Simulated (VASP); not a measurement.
# AgB2 (P6/mmm) in VASP: a series of runs, part 3 of 3

VASP 6.6.1.

## 6. Single point, r2SCAN

INCAR reads:

```
SYSTEM = AgB2
PREC = Accurate
ENCUT = 900
EDIFF = 1E-6
ISMEAR = 0
SIGMA = 0.05
LREAL = .False.
LASPH = .True.
NELM = 100
ALGO = Normal
ISIF = 2
LWAVE = .False.
LCHARG = .False.
METAGGA = R2SCAN
LMIXTAU = .True.
ADDGRID = .False.
```

KPOINTS reads:

```
regular mesh
0
Gamma
  4 4 3
  0 0 0
```

POSCAR reads:

```
AgB2
1.0
    3.0000000000      0.0000000000      0.0000000000
   -1.5000000000      2.5980762114      0.0000000000
    0.0000000000      0.0000000000      3.2400000000
Ag B
1 2
Direct
    0.0000000000      0.0000000000      0.0000000000
    0.6666666667      0.3333333333      0.5000000000
    0.3333333333      0.6666666667      0.5000000000
```

Potentials or basis: VASP PAW PBE potentials, release 64 (Ag, B).

Started as:

```bash
cat potpaw_PBE.64/Ag/POTCAR potpaw_PBE.64/B/POTCAR > POTCAR
mpirun -np 1 vasp_std > vasp.out
```

OUTCAR:

```text
SYSTEM = AgB2
   PREC = Accurate
   ENCUT = 900
   EDIFF = 1E-6
   ISMEAR = 0
   LREAL = .False.
   LASPH = .True.
   NELM = 100
   ISIF = 2
   METAGGA = R2SCAN

 Found      8 irreducible k-points:

 Following reciprocal coordinates:
            Coordinates               Weight
  0.000000  0.000000  0.000000      1.000000
  0.250000 -0.000000  0.000000      6.000000
  0.500000 -0.000000  0.000000      3.000000
  0.250000  0.250000  0.000000      6.000000
  0.000000  0.000000  0.333333      2.000000
  0.250000 -0.000000  0.333333     12.000000
   k-points           NKPTS =      8   k-points in BZ     NKDIM =      8   number of bands    NBANDS=     12
   number of dos      NEDOS =    301   number of ions     NIONS =      3
   total plane-waves  NPLWV =  28800
   dimension x,y,z NGX =    30 NGY =   30 NGZ =   32
   dimension x,y,z NGXF=    60 NGYF=   60 NGZF=   64
   ions per type =               1   2
   NGX,Y,Z   is equivalent  to a cutoff of  16.62, 16.62, 16.42 a.u.
   NGXF,Y,Z  is equivalent  to a cutoff of  33.25, 33.25, 32.84 a.u.
 SYSTEM =  AgB2
   PREC   = accura    normal or accurate (medium, high low for compatibility)
   ISTART =      0    job   : 0-new  1-cont  2-samecut
   ICHARG =      2    charge: 1-file 2-atom 10-const
   ISPIN  =      1    spin polarized calculation?
   LNONCOLLINEAR =      F non collinear calculations
   LSORBIT =      F    spin-orbit coupling
   LASPH  =      T    aspherical Exc in radial PAW
   ENCUT  =  900.0 eV  66.15 Ry    8.13 a.u.   7.34  7.34  7.93*2*pi/ulx,y,z
   NELM   =    100;   NELMIN=  2; NELMDL= -5     # of ELM steps
   EDIFF  = 0.1E-05   stopping-criterion for ELM
   LREAL  =      F    real-space projection
   EDIFFG = 0.1E-04   stopping-criterion for IOM
   NSW    =      0    number of steps for IOM
   IBRION =     -1    ionic relax: 0-MD 1-quasi-New 2-CG
   NFREE  =      0    steps in history (QN), initial steepest desc. (CG)
   ISIF   =      2    stress and relaxation
   ISYM   =      2    0-nonsym 1-usesym 2-fastsym
   POTIM  = 0.5000    time-step for ionic-motion
   TEBEG  =    0.0;   TEEND  =   0.0 temperature during run
   PSTRESS=    0.0 pullay stress
   NELECT =      17.0000    total number of electrons
   NUPDOWN=      -1.0000    fix difference up-down
   EMIN   =  10.00;   EMAX   =-10.00  energy-range for DOS
   EFERMI =   0.00;   METHOD = LEGACY
   ISMEAR =     0;   SIGMA  =   0.05  broadening in eV -4-tet -1-fermi 0-gaus
   EFERMI_NEDOS =   21; number of points for ismear=-14 and -15
   IALGO  =     38    algorithm
[... 24 lines left out ...]
  ---------------------------------------------------
  ext. energy  EPLUGINS =         0.00000000
  ---------------------------------------------------
  free energy    TOTEN  =       -32.99994513 eV

  energy without entropy =      -32.99272615  energy(sigma->0) =      -32.99633564

 E-fermi :  10.4518     XC(G=0): -14.2709

 val. band max:       10.4309900816   @ k =   0.2500  -0.0000   0.3333
 cond. band min:      10.5057392057   @ k =   0.5000  -0.0000   0.3333
 fundamental gap:      0.0747491241
 Fermi energy:        10.4518133857

 k-point     1 :       0.0000    0.0000    0.0000
  band No.  band energies     occupation
      1      -4.5302      2.00000
      2       3.3959      2.00000
      3       3.8218      2.00000
      4       3.8218      2.00000
      5       5.4653      2.00000
      6       5.4653      2.00000
      7       7.2845      2.00000
      8      11.7026      0.00000
      9      11.7026      0.00000
     10      16.4916      0.00000
     11      16.4916      0.00000
     12      16.7919      0.00000
[... 61 lines left out ...]
 k-point     6 :       0.2500   -0.0000    0.3333
  band No.  band energies     occupation
      1      -2.2997      2.00000
      2       2.3639      2.00000
      3       3.6825      2.00000
      4       3.9957      2.00000
      5       4.0665      2.00000
      6       5.1434      2.00000
      7       6.5672      2.00000
      8       9.3822      2.00000
      9      10.4310      1.44412
     10      16.3271      0.00000
     11      17.8555      0.00000
     12      21.7679      0.00000

 [... further k-points ...]

------------------------ aborting loop because EDIFF is reached ----------------------------------------

  FORCE on cell =-STRESS in cart. coord.  units (eV):
  Direction    XX          YY          ZZ          XY          YZ          ZX
  --------------------------------------------------------------------------------------
  -------------------------------------------------------------------------------------
  Total        6.1329666      6.1329666     13.3938675      0.0000000     -0.0000000      0.0000000
  in kB      389.1016119    389.1016119    849.7641972      0.0000000     -0.0000000      0.0000000
  external PRESSURE =     542.6558070 kB  Pullay stress =       0.0000000 kB

 VOLUME and BASIS-vectors are now :
 -----------------------------------------------------------------------------
  energy-cutoff  :      900.00
  volume of cell :       25.25
      direct lattice vectors                 reciprocal lattice vectors
     3.000000000  0.000000000  0.000000000     0.333333333  0.192450090  0.000000000
    -1.500000000  2.598076211  0.000000000     0.000000000  0.384900179  0.000000000
     0.000000000  0.000000000  3.240000000     0.000000000  0.000000000  0.308641975

 POSITION                                       TOTAL-FORCE (eV/Angst)
 -----------------------------------------------------------------------------------
      0.00000      0.00000      0.00000        -0.000000      0.000000      0.000000
      1.50000      0.86603      1.62000        -0.000000      0.000000      0.000000
     -0.00000      1.73205      1.62000         0.000000      0.000000      0.000000
 -----------------------------------------------------------------------------------
    total drift:                                0.000000     -0.000000      0.000000

  FREE ENERGIE OF THE ION-ELECTRON SYSTEM (eV)
  ---------------------------------------------------
  free  energy   TOTEN  =       -32.9999451330 eV

  energy  without entropy=      -32.9927261487  energy(sigma->0) =      -32.99633564
```

Run time: 16 s. Hardware: 1 thread of Intel Xeon 6975P-C (Granite Rapids), shared host; peak memory 0.18 GiB.

The run converged, but some of its settings lie outside the range that counts as converged, so its numbers aren't taken as properties of the crystal.

Results:

```
Free energy            : -32.9999 eV
Pressure               : 54.3 GPa
Band gap on the k mesh : none (metal or under the smearing width)
```

Caveat: the k mesh is coarse (spacing up to 0.65 Å⁻¹), so the values aren't converged; a pressure of tens of GPa on the cell as given is suspect, and the run, the potentials or the cell itself is likely at fault; the PAW data sets were made with another functional, which shifts forces and pressure a little.
